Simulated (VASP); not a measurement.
Given:

```yaml
crystal:
  lattice:
    - [0.00000, 3.42221, 3.42221]
    - [3.42221, 0.00000, 3.42221]
    - [3.42221, 3.42221, 0.00000]
  atoms:
    - { symbol: Sr, position: [0.00000, 0.00000, 0.00000] }
    - { symbol: Te, position: [0.50000, 0.50000, 0.50000] }
```

Level of theory: vdW-DF2, VASP's PBE PAW potentials (set 64) (plane waves; VASP). Settings: 520 eV cut-off, Gaussian smearing of 0.050 eV, potentials Sr_sv Te.

Unless said otherwise, spin-orbit coupling is left out, though it shifts the bands of the heavy elements here.

Estimate the band gap (along the path) with the smallest direct gap where there is one.

The band gap (along the path) is 1.93 eV and the smallest direct gap (along the path) comes out as 2.57 eV.

Only differences to runs with the same potentials and settings are physical.

The compound is SrTe in the rock salt structure. It was relaxed first, which changed the volume by +9 %.
